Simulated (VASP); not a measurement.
```
CELL_PARAMETERS angstrom
      2.91000     0.00000     0.00000
      0.00000     2.91000     0.00000
      0.00000     0.00000     2.91000
ATOMIC_POSITIONS crystal
  Al 0.50000 0.50000 0.50000
  Fe 0.00000 0.00000 0.00000
```

Calculation: PBE GGA + U (Dudarev), VASP's PBE PAW potentials (set 64) (plane waves; VASP 6.6.1). Run with 400 eV cut-off, 11×11×11 Γ-centred mesh, first-order Methfessel-Paxton smearing of 0.10 eV, potentials Al Fe, U − J: Fe 1.00 eV.

Task: Give the stress tensor in GPa (positive for a compressed cell).

Result: 
```
-8.15   0.00   0.00
 0.00  -8.15   0.00
 0.00   0.00  -8.15
```
The pressure is its mean diagonal, -8.15 GPa.

The compound is FeAl in the CsCl type structure. The cell was not relaxed at this level. The run is one of a series of settings (LDAU = .TRUE., LDAUJ = 0 0, LDAUL = -1 2, LDAUTYPE = 2, LDAUU = 0 1.0 against the base run), some of them coarse on purpose. The run is not spin-polarised, so no magnetic state was tried. The electron count is odd and the run is not spin-polarised, which forces a metal.
